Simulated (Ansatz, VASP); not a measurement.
**Cross-check of ZrB2 between VASP and Ansatz**

Wanted: the spread between two codes on one cell, functional and k mesh. The cell is taken from a series of runs on this material, whose earlier steps may have relaxed, scaled, displaced or heated it; both programs get it as it stands.

Method: plane waves, with VASP 6.6.1 beside it; PBEsol, in Ansatz 0.2.0.

**1. Set-up**

Symmetry: P6/mmm, No. 191, hexagonal system. Conventional cell: a = 3.155 Å, b = 3.155 Å, c = 3.506 Å, α = 90.00°, β = 90.00°, γ = 120.00°. Nearest to Zr lie 12 B at 2.53 Å. B has 3 B at 1.82 Å and 6 Zr at 2.53 Å nearest. Farther neighbours are not listed.

As a file:

```cif
data_structure
_symmetry_space_group_name_H-M 'P 1'
_symmetry_Int_Tables_number 1
_cell_length_a 3.1555
_cell_length_b 3.1555
_cell_length_c 3.5056
_cell_angle_alpha 90.000
_cell_angle_beta 90.000
_cell_angle_gamma 120.000
_cell_volume 30.23
loop_
_atom_site_label
_atom_site_type_symbol
_atom_site_fract_x
_atom_site_fract_y
_atom_site_fract_z
_atom_site_occupancy
Zr1 Zr 0.00000 0.00000 0.00000 1
B2 B 0.33333 0.66667 0.50000 1
B3 B 0.66667 0.33333 0.50000 1
```

**2. VASP: relaxation of cell and atoms, PBEsol**

The relaxed volume is the usual yardstick between codes: in a stiff, nearly cubic crystal its relative difference is about their pressure difference at one cell divided by the bulk modulus.

Lines of VASP's logs that name or quote its potential files are left out, and so is its time.

INCAR

```
SYSTEM = ZrB2
PREC = Accurate
ENCUT = 500
EDIFF = 1E-07
NELM = 120
ISMEAR = 1
SIGMA = 0.2
LREAL = .FALSE.
ALGO = Normal
GGA = PS
NBANDS = 15
LASPH = .TRUE.
LORBIT = 11
LWAVE = .FALSE.
LCHARG = .FALSE.
ISIF = 3
IBRION = 2
NSW = 80
EDIFFG = -0.005
GGA_COMPAT = .FALSE.
NELMIN = 4
KPAR = 2
```

POSCAR

```
ZrB2
1.0
    3.1554890000      0.0000000000      0.0000000000
   -1.5777450000      2.7327340000      0.0000000000
    0.0000000000      0.0000000000      3.5055730000
Zr B
1 2
Direct
    0.0000000000      0.0000000000      0.0000000000
    0.3333333333      0.6666666667      0.5000000000
    0.6666666667      0.3333333333      0.5000000000
```

KPOINTS

```
Automatic mesh
0
Gamma
18 18 14
0 0 0
```

The projector-augmented-wave data sets are Zr_sv and B (PBE family, release 64).

Command:

```bash
> mpirun -np 2 vasp_std
```

Numbers of over 12 decimals in the logs are rounded to 6 here.

The log of the run:

```text
[banner, memory and clock lines left out]
running    2 mpi-ranks, on    1 nodes
 distrk:  each k-point on    1 cores,    2 groups
 distr:  one band on    1 cores,    1 groups

 POSCAR found type information on POSCAR ZrB
 POSCAR found :  2 types and       3 ions
|                                                                             |
|               ----> ADVICE to this user running VASP <----                  |
|                                                                             |
|     You enforced a specific xc type in the INCAR file but a different       |
|     [... a line on the potential file left out ...]
|     I HOPE YOU KNOW WHAT YOU ARE DOING!                                     |
|                                                                             |

 LDA part: xc-table for (Slater+PW92), standard interpolation
 POSCAR, INCAR and KPOINTS ok, starting setup
 FFT: planning ... GRIDC
 FFT: planning ... GRID_SOFT
 FFT: planning ... GRID
 WAVECAR not read
 entering main loop
       N       E                     dE             d eps       ncg     rms          rms(c)
DAV:   1     0.101281462163E+03    0.10128E+03   -0.95941E+03  8880   0.117E+03
DAV:   2    -0.245529674215E+02   -0.12583E+03   -0.12138E+03 11163   0.300E+02
DAV:   3    -0.289005326990E+02   -0.43476E+01   -0.43264E+01 14335   0.482E+01
DAV:   4    -0.289668573603E+02   -0.66325E-01   -0.66313E-01 10288   0.550E+00
DAV:   5    -0.289683622926E+02   -0.15049E-02   -0.15049E-02 13663   0.583E-01    0.231E+01
DAV:   6    -0.264521881842E+02    0.25162E+01   -0.58347E+00 11157   0.169E+01    0.957E+00
DAV:   7    -0.264050029446E+02    0.47185E-01   -0.70105E-01 13070   0.533E+00    0.337E+00
DAV:   8    -0.264051848849E+02   -0.18194E-03   -0.10064E-01 10771   0.271E+00    0.516E-01
DAV:   9    -0.264013889547E+02    0.37959E-02   -0.20127E-02 11175   0.110E+00    0.192E-01
DAV:  10    -0.264011067039E+02    0.28225E-03   -0.13304E-03 10429   0.350E-01    0.407E-02
DAV:  11    -0.264011105613E+02   -0.38574E-05   -0.65689E-05 12649   0.755E-02    0.120E-02
DAV:  12    -0.264011088151E+02    0.17463E-05   -0.31475E-06 11542   0.124E-02    0.512E-03
DAV:  13    -0.264011086611E+02    0.15397E-06   -0.51524E-07 12610   0.579E-03    0.197E-03
DAV:  14    -0.264011086000E+02    0.61141E-07   -0.34491E-08  5133   0.195E-03
   1 F= -.26401109E+02 E0= -.26400961E+02  d E =-.264011E+02
 curvature:   0.00 expect dE= 0.000E+00 dE for cont linesearch  0.000E+00
 trial: gam= 0.00000 g(F)=  0.250E-45 g(S)=  0.193E-03 ort = 0.000E+00 (trialstep = 0.100E+01)
 search vector abs. value=  0.193E-03
 bond charge predicted
       N       E                     dE             d eps       ncg     rms          rms(c)
DAV:   1    -0.264020482077E+02   -0.93955E-03   -0.30456E-02 10163   0.175E+00    0.412E-01
DAV:   2    -0.264011624066E+02    0.88580E-03   -0.25408E-03 10389   0.541E-01    0.103E-01
DAV:   3    -0.264010540892E+02    0.10832E-03   -0.66770E-04 13877   0.191E-01    0.423E-02
DAV:   4    -0.264010693812E+02   -0.15292E-04   -0.30082E-05 13140   0.381E-02    0.207E-02
DAV:   5    -0.264010804550E+02   -0.11074E-04   -0.28663E-05 14313   0.306E-02    0.139E-02
DAV:   6    -0.264010811602E+02   -0.70526E-06   -0.12664E-06 14127   0.903E-03    0.442E-03
DAV:   7    -0.264010810149E+02    0.14530E-06   -0.21501E-07  9885   0.384E-03    0.127E-03
DAV:   8    -0.264010809559E+02    0.59003E-07   -0.14707E-08  4972   0.129E-03
   2 F= -.26401081E+02 E0= -.26400934E+02  d E =0.276440E-04
 trial-energy change:    0.000028  1 .order    0.000026   -0.000193    0.000244
 step:   0.4348(harm=  0.4408)  dis= 0.00000  next Energy=   -26.401150 (dE=-0.417E-04)
 bond charge predicted
       N       E                     dE             d eps       ncg     rms          rms(c)
DAV:   1    -0.264014587576E+02   -0.37774E-03   -0.97388E-03 10198   0.987E-01    0.233E-01
DAV:   2    -0.264011708330E+02    0.28792E-03   -0.80199E-04 10389   0.304E-01    0.586E-02
DAV:   3    -0.264011364387E+02    0.34394E-04   -0.21574E-04 13878   0.109E-01    0.241E-02
DAV:   4    -0.264011434622E+02   -0.70235E-05   -0.95608E-06 13110   0.216E-02    0.117E-02
DAV:   5    -0.264011488875E+02   -0.54253E-05   -0.91944E-06 14271   0.174E-02    0.795E-03
DAV:   6    -0.264011500150E+02   -0.11275E-05   -0.40277E-07 13195   0.517E-03    0.248E-03
DAV:   7    -0.264011502379E+02   -0.22291E-06   -0.67385E-08  6008   0.229E-03    0.608E-04
DAV:   8    -0.264011502756E+02   -0.37722E-07   -0.16415E-08  4776   0.117E-03
   3 F= -.26401150E+02 E0= -.26401003E+02  d E =-.416757E-04
 curvature:  -0.22 expect dE=-0.957E-07 dE for cont linesearch -0.822E-08
 trial: gam=-0.01166 g(F)=  0.470E-45 g(S)=  0.434E-06 ort = 0.268E-05 (trialstep = 0.887E+00)
 search vector abs. value=  0.398E-06
 reached required accuracy - stopping structural energy minimisation
```

Parts of OUTCAR (step 2):

```text
ion  position               nearest neighbor table
   1  0.000  0.000  0.000-   3 2.53   3 2.53   2 2.53   2 2.53   2 2.53   3 2.53   2 2.53   3 2.53
                             3 2.53   3 2.53   2 2.53   2 2.53
   2  0.333  0.667  0.500-   3 1.82   3 1.82   3 1.82   1 2.53   1 2.53   1 2.53   1 2.53   1 2.53
                             1 2.53
   3  0.667  0.333  0.500-   2 1.82   2 1.82   2 1.82   1 2.53   1 2.53   1 2.53   1 2.53   1 2.53
                             1 2.53

  LATTYP: Found a hexagonal cell.
 ALAT       =     3.1554890000
 C/A-ratio  =     1.1109444527

 Subroutine GETGRP returns: Found 24 space group operations
 (whereof 24 operations were pure point group operations)

The static configuration has the point symmetry D_6h.

 Found    296 irreducible k-points:

   k-points           NKPTS =    296   k-points in BZ     NKDIM =    296   number of bands    NBANDS=     15

   dimension x,y,z NGX =    24 NGY =   24 NGZ =   28
   dimension x,y,z NGXF=    48 NGYF=   48 NGZF=   56

   ENCUT  =  500.0 eV  36.75 Ry    6.06 a.u.   5.75  5.75  6.39*2*pi/ulx,y,z

   NELECT =      18.0000    total number of electrons

 k-points in reciprocal lattice and weights: Automatic mesh
   0.00000000  0.00000000  0.00000000       0.000
   0.05555556  0.00000000  0.00000000       0.001
   0.11111111  0.00000000  0.00000000       0.001
   0.16666667  0.00000000  0.00000000       0.001
   0.22222222 -0.00000000  0.00000000       0.001
   0.27777778 -0.00000000  0.00000000       0.001
   0.33333333 -0.00000000  0.00000000       0.001
   0.38888889  0.00000000  0.00000000       0.001
   0.44444444 -0.00000000  0.00000000       0.001
[...]
0.33333333  0.27777778  0.50000000       0.003
   0.33333333  0.33333333  0.50000000       0.000

 average (electrostatic) potential at core
       1 -72.3403       2 -21.9217       3 -21.9217

 E-fermi :  10.6578

 k-point     1 :       0.0000    0.0000    0.0000
  band No.  band energies     occupation
    ...
      5      -2.1658      2.00000
      6       7.9256      2.00000
      7       7.9256      2.00000
      8       7.9547      2.00000
      9       8.3130      2.00000
     10      14.0661     -0.00000
     11      14.0661     -0.00000
     12      14.9050      0.00000
     13      14.9050      0.00000
     14      15.5725      0.00000
    ...

 k-point     2 :       0.0556    0.0000    0.0000
  band No.  band energies     occupation
    ...
      5      -2.1024      2.00000
      6       7.7388      2.00000
      7       7.9297      2.00000
      8       8.0165      2.00000
      9       8.2376      2.00000
     10      14.0254     -0.00000
     11      14.1754     -0.00000
     12      14.4180     -0.00000
     13      14.5732     -0.00000
     14      15.8577      0.00000
    ...

 k-point     3 :       0.1111    0.0000    0.0000
  band No.  band energies     occupation
    ...
      5      -1.9160      2.00000
      6       7.2434      2.00000
      7       7.9344      2.00000
      8       8.0363      2.00000
      9       8.1834      2.00000
     10      13.6877     -0.00000
     11      13.9114     -0.00000
     12      14.1869     -0.00000
     13      14.4379     -0.00000
     14      16.5746      0.00000
    ...

  Total       -0.0012158     -0.0012158      0.0049037      0.0000000     -0.0000000      0.0000000
  in kB       -0.0643529     -0.0643529      0.2595578      0.0000000     -0.0000000      0.0000000
  external PRESSURE =       0.0436173 kB  Pullay stress =       0.0000000 kB

  energy-cutoff  :      500.00
  volume of cell :       30.27
      direct lattice vectors                 reciprocal lattice vectors
     3.156863606 -0.000000000 -0.000000000     0.316770100  0.182887336  0.000000000
    -1.578432303  2.733924444  0.000000000     0.000000000  0.365774556  0.000000000
    -0.000000000 -0.000000000  3.507162963     0.000000000 -0.000000000  0.285130748

 POSITION                                       TOTAL-FORCE (eV/Angst)
 -----------------------------------------------------------------------------------
     -0.00000      0.00000      0.00000        -0.000000      0.000000     -0.000000
     -0.00000      1.82262      1.75358        -0.000000     -0.000000      0.000000
      1.57843      0.91131      1.75358         0.000000      0.000000     -0.000000
 -----------------------------------------------------------------------------------
    total drift:                               -0.000000      0.000000     -0.000000

  FREE ENERGIE OF THE ION-ELECTRON SYSTEM (eV)
  ---------------------------------------------------
  free  energy   TOTEN  =       -26.4011502756 eV

  energy  without entropy=      -26.4007087735  energy(sigma->0) =      -26.40100311

 reached required accuracy - stopping structural energy minimisation

 total charge
# of ion       s       p       d       tot
------------------------------------------
    1        2.173   6.032   1.805  10.010
    2        0.665   1.248   0.000   1.913
    3        0.665   1.248   0.000   1.913
--------------------------------------------------
tot          3.503   8.528   1.805  13.835

[... 3 further parts left out ...]
```

CONTCAR:

```
ZrB2
   1.00000000000000
     3.1568636057642130   -0.0000000002515075   -0.0000000000000000
    -1.5784323033177301    2.7339244441142849    0.0000000000000000
    -0.0000000000000000   -0.0000000000000000    3.5071629628582888
  Zr              B
     1     2
Direct
     0.0000000000000000    0.0000000000000000    0.0000000000000000
     0.3333333332999970    0.6666666667000030    0.5000000000000000
     0.6666666667000030    0.3333333332999970    0.5000000000000000
```

The run keeps the 24 symmetry operations of its start, so it cannot find a distortion of lower symmetry.

**3. Ansatz: relaxation of cell and atoms, PBEsol**

Ansatz runs on its default PAW (the set named soft_2) files.

The same cell, functional, mesh and smearing now go to Ansatz, which takes its cutoff from its data sets.

input.yaml

```yaml
crystal:
  lattice:
    - [3.1554890034, 0.0, 0.0]
    - [-1.5777445017, 2.7327336383, 0.0]
    - [0.0, 0.0, 3.5055727219]
  atoms:
    - { symbol: Zr, position: [0.0, 0.0, 0.0] }
    - { symbol: B, position: [0.3333333333, 0.6666666667, 0.5] }
    - { symbol: B, position: [0.6666666667, 0.3333333333, 0.5] }
kpoints:
  mp_grid: { grid: [18, 18, 14] }
hamiltonian:
  xc: pbesol
scf:
  occupations: { method: methfessel_paxton, width: 0.2 }
output:
  forces: true
  stress: true
  eigenvalues: true
relax:
  adjacent_minimum: "off"
  f_tol: 0.001
  max_steps: 60
  cell: { stress_tol: 0.01 }
```

Command:

```bash
> ansatz run input.yaml --threads 8 --pin off --max-ram 14336MiB --backend cpu --events-out ev --progress --plain --runs-dir out
```

The log of the run:

```text
Engine: ansatz 0.2.0, aarch64-unknown-linux-gnu
Pseudopotentials: kind: paw
Pseudopotential: Zr, paw, valence charge 12, recommended cutoff 420 eV (normal), Zr.paw.azcp
Pseudopotential: B, paw, valence charge 3, recommended cutoff 420 eV (normal), B.paw.azcp
Functional definition: PBEsol
  exchange = pbesol_x
  correlation = pbesol_c
Crystal: 3 atoms, lattice volume = 30.229 Å³
Basis set: ecut = 420 eV, 563 PW (Γ), exchange–correlation on 48×48×48 points (8 copies of the dense FFT grid, shifted against one another)
Bands: 13, of which v1, the nominal top of the filled ones, is band 9 counted from 1 (8 counted from 0)
Symmetry: 24 space group operations
Space group: P6/mmm (ITA 191), of the structure as read, at distance tolerance 3.1e-5 Å
k-points: 296 of 4536
Non-local potential: Zr, projectors of the file, l = 0: 3, l = 1: 2, l = 2: 2, l = 3: 2
Non-local potential: B, projectors of the file, l = 0: 2, l = 1: 2, l = 2: 1
PAW form: soft (Blöchl's): semilocal exchange-correlation on the pseudo side does not see the compensation charge
PAW frozen core: Zr, regenerated for the run's functional, and the local potential with it (the file was generated under x = pbe(κ = 0.804, μ = 0.219515), c = pbe(β = 0.066725))
PAW frozen core: B, regenerated for the run's functional, and the local potential with it (the file was generated under x = pbe(κ = 0.804, μ = 0.219515), c = pbe(β = 0.066725))
PAW one-centre angular grid: Zr, 590 points (default); XC on 64 Gauss nodes
PAW one-centre angular grid: B, 110 points (default); XC on 64 Gauss nodes
Initial density: superposition of atomic densities (neutral atoms: chi_scale 0, normalization atom), corrected by the library's trained network
Initial wavefunctions: pseudopotential atomic-orbital guess
Functional: x = pbesol(κ = 0.804, μ = 0.123457), c = pbesol(β = 0.046)
SCF iter   1: F=—  HF=-4437.223380 eV  |F-HF|=—  |Δ(HF+E_count)|=         —  Δρ=4.99e-3  dr2=1.21e-2  ethr=1.77e-3  ⟨swp⟩=4.9  Hψ=18588  notcnv=0
preconditioner: auto → none  [metal: Δε(μ)=0.036 eV  Ē_g=8.925 eV  σ=0.200 eV  W_gap=0.15  n_scr=8 (ndim 8)  ℏωp=21.4 eV  f_vac=0.000  D(μ)=0.31/eV (n_scr^D=0)  sad-step TF]
SCF iter   2: F=—  HF=-4437.221516 eV  |F-HF|=—  |Δ(HF+E_count)|=   1.86e-3  S|Δr|=    0.00e0  Δρ=3.37e-3  dr2=6.38e-3  ethr=6.74e-5  ⟨swp⟩=1.0  Hψ=6216  notcnv=0
SCF iter   3: F=—  HF=-4437.219729 eV  |F-HF|=—  |Δ(HF+E_count)|=   1.79e-3  S|Δr|=    0.00e0  Δρ=8.11e-4  dr2=1.47e-4  ethr=3.54e-5  ⟨swp⟩=2.0  Hψ=5296  notcnv=0
SCF iter   4: F=—  HF=-4437.219679 eV  |F-HF|=—  |Δ(HF+E_count)|=   5.08e-5  S|Δr|=    0.00e0  Δρ=1.94e-4  dr2=4.24e-6  ethr=8.17e-7  ⟨swp⟩=2.2  Hψ=6202  notcnv=0
SCF iter   5: F=—  HF=-4437.219688 eV  |F-HF|=—  |Δ(HF+E_count)|=   9.46e-6  S|Δr|=    0.00e0  Δρ=3.61e-5  dr2=3.25e-7  ethr=2.36e-8  ⟨swp⟩=2.0  Hψ=6432  notcnv=0
SCF iter   6: F=-4437.219688 eV  HF=-4437.219688 eV  |F-HF|=1.05e-8  |Δ(HF+E_count)|=   1.19e-7  S|Δr|=    0.00e0  Δρ=8.43e-6  dr2=1.35e-8  ethr=5.56e-10  ⟨swp⟩=4.9  Hψ=16114  notcnv=0
SCF 1 converged in 6 iterations: F = -4437.219688 eV  dr2 = 1.35e-8
  greatest PAW one-centre occupation: 0.996 electrons in one spin orbital (limit 2), on the Zr atom at site 0 (counted from 0), in its partial waves of l = 0
relax step   1: F+E_penalty+E_count = -4437.21968787 eV  Δ(F+E_penalty+E_count) = +0.000e0 eV  max|allowed force component| = 3.701e-17 eV/Å  Δτ_max = 0.0000 Å  P = -0.026 GPa  Ω = 30.229 Å³  (6 SCF iters, dr2 threshold 1.00e-7 eV, accepted)
[...]
relax step   2: F+E_penalty+E_count = -4437.21969308 eV  Δ(F+E_penalty+E_count) = -5.216e-6 eV  max|allowed force component| = 4.749e-16 eV/Å  Δτ_max = 0.0000 Å  P = +0.009 GPa  Ω = 30.225 Å³  energy of the carried Pulay correction = +5.022e-6 eV  (3 SCF iters, dr2 threshold 1.87e-9 eV, accepted)
[...]
relax step   3: F+E_penalty+E_count = -4437.21969183 eV  Δ(F+E_penalty+E_count) = +1.255e-6 eV  max|allowed force component| = 4.688e-16 eV/Å  Δτ_max = 0.0000 Å  P = +0.001 GPa  Ω = 30.226 Å³  energy of the carried Pulay correction = +3.709e-6 eV  (2 SCF iters, dr2 threshold 7.54e-10 eV, accepted)
[...]
relax step   4: F+E_penalty+E_count = -4437.21968856 eV  Δ(F+E_penalty+E_count) = +3.268e-6 eV  max|allowed force component| = 4.256e-16 eV/Å  Δτ_max = 0.0000 Å  P = +0.001 GPa  Ω = 30.226 Å³  stress off target by 2.23e-3 GPa  SCF on the basis re-selected at this cell (its energy is not comparable with the rows above)  (4 SCF iters)
basis re-selected at this cell: Δ(F+E_penalty+E_count) = +3.268e-6 eV, ΔP = -0.000 GPa vs the last step (what re-selecting the basis moved, of the pressure what is left beyond the Pulay correction that the steps carried, after the strain that the cell walked since its last selection, with what the two solves' SCF thresholds leave and, on support functions, any second-order correction that the steps lacked; it is no m [...]
SCF converged after 4 iterations
Stability not checked: this state was not tested for a lower state beside it, because cold or Methfessel-Paxton smearing, or corrected tetrahedra, fill the levels in a way that the test cannot read (fill_not_monotonic; see scf.lower_state_search)
Free energy (F): -4437.219689 eV
Harris-Foulkes:  -4437.219689 eV  (|F-HF|=1.82e-12)
Internal energy: -4437.219246 eV  (E = F + TS)
E sigma→0 (E₀):  -4437.219578 eV
Entropy (-TS):   -0.000443 eV (-0.148 meV/atom)
Fermi energy:    16.029403 eV
--- Per-component energies (eV) ---
  E_band       = -21.037362
  E_kinetic    = 436.336043
  E_local      = -549.362941  (includes V_loc(G=0)·N_el)
  E_nonlocal   = 102.330463
  E_hartree    = 173.783920
  E_xc         = -227.983733
  E_vxc        = -271.262766  (∫ρ·V_xc dr)
  E_paw        = -3050.802835  (= ΣΔE_a)
  E_vpaw       = -86.646014  (= ΣTr[D̂ρ^β])
  E_aug_tail   = 0.000017  (compensation charges beyond the density's cutoff)
  E_ewald      = -1321.715323
  E_core_change = 0.195142  (= ΣΔE_core)
  E_smearing   = -0.000443  (= −TS)
  E_closure    = -0.000000  (closes the sum)
  Σ components = -4437.219689   (vs F -4437.219689, Δ=0.00e0)
--- Forces (eV/Å), atoms counted from 1 ---
  atom   1  Zr    -0.00000000     0.00000000     0.00000000
  atom   2  B      0.00000000     0.00000000     0.00000000
  atom   3  B      0.00000000    -0.00000000     0.00000000
  max |Σ_I F_I| component: 3.42e-30 eV/Å
--- Stress (GPa, compression-positive) ---
        0.001969      -0.000000       0.000000
        0.000000       0.001969       0.000000
        0.000000       0.000000      -0.002230
  P = ⅓ Tr σ = 0.0006 GPa (0.006 kbar)
--- Band table (eV; the first three rows and the last of 296) ---
  k-point 0: bands = [... 5 lower, 13.2951, 13.2951, 13.3236, 13.6875, 19.4398, 19.4398, 20.2798, 20.2798]
  k-point 1: bands = [... 5 lower, 12.7275, 13.3443, 13.3443, 14.2590, 18.9845, 18.9845, 20.1134, 20.1134]
  k-point 2: bands = [... 5 lower, 11.9548, 13.4908, 13.4908, 14.9721, 18.2391, 18.2391, 19.6607, 19.6607]
  k-point 295: bands = [... 5 lower, 7.1786, 11.0526, 13.2966, 13.2966, 20.1764, 22.1982, 22.1982, 22.7173]
--- Relaxed structure (3 steps of the walk, 3 accepted, 1 SCFs on fresh bases) ---
  F+E_penalty+E_count = -4437.21968856 eV   max|allowed force component| = 4.256e-16 eV/Å   (the final SCF, on the basis selected at the relaxed cell)
  cell:  # Å, volume = 30.2258 Å³
    - [3.155357, 0.0, 0.0]
    - [-1.577678, 2.732619, 0.0]
    - [0.0, 0.0, 3.505502]
  atoms:
    - { symbol: Zr, position: [0, 0, 0.0] }
    - { symbol: B, position: [0.333333, 0.666667, 0.5] }
    - { symbol: B, position: [0.666667, 0.333333, 0.5] }
```

In the SCF lines HF is the Harris–Foulkes energy and dr2 the Hartree energy of the density residual, in eV; the loop may stop once dr2 is under the threshold and the program's other checks hold. Hψ counts applications of the Hamiltonian.

**4. Side by side**

Known differences besides the potentials themselves: the cutoff is 420 eV in Ansatz and 500 eV in VASP; Ansatz makes its cores anew for this functional, VASP keeps those of its PBE data sets; Ansatz adds a Pulay correction to the stress that steers its cell, VASP none. Total energies have different zeros and are not compared.

Compared:

```tsv
quantity	Ansatz	VASP	difference
volume (Å³)	30.23	30.27	-0.14 %
edge a after relaxation, in the typed setting (Å)	3.155	3.157	-0.05 %
edge c after relaxation, in the typed setting (Å)	3.506	3.507	-0.05 %
```

(Continued in part 2 of 2.)

[Lines on the potential files, build, host, timing and source positions are cut from VASP's logs without a mark.]

[Logs are printed without paths, hosts, clocks, repeated set-up lines and the standing remarks that a program may print on its own settings, such as how far it seeks lower states.]

[Hosts, paths, dates, database ids (printed as entryN), source tags and the programs' standing remarks are cut or masked in the printed files.]
